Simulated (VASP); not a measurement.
Input:

```
CELL_PARAMETERS angstrom
      1.27704    -2.21190     0.00000
      1.27704     2.21190     0.00000
      0.00000     0.00000     6.79320
ATOMIC_POSITIONS crystal
  B  0.33333 0.66667 0.25000
  B  0.66667 0.33333 0.75000
  N  0.66667 0.33333 0.25000
  N  0.33333 0.66667 0.75000
```

These are PBE GGA, VASP's PBE PAW potentials (set 64) (plane waves; VASP 6.6.1) values and carry that method's errors. Run with 520 eV cut-off, 9×9×3 Γ-centred mesh, second-order Methfessel-Paxton smearing of 0.20 eV, potentials B N.

Q: Predict the energy per atom (σ→0), pressure.

A: 
```json
{
  "energy per atom (σ→0)": "-8.777 eV/atom",
  "pressure": "-9.86 GPa"
}
```

Only differences to runs with the same potentials and settings are physical.

The compound is BN in the hex structure. The cell was not relaxed at this level. The run is one of a series of settings (ISMEAR = 2, SIGMA = 0.2 against the base run), some of them coarse on purpose.
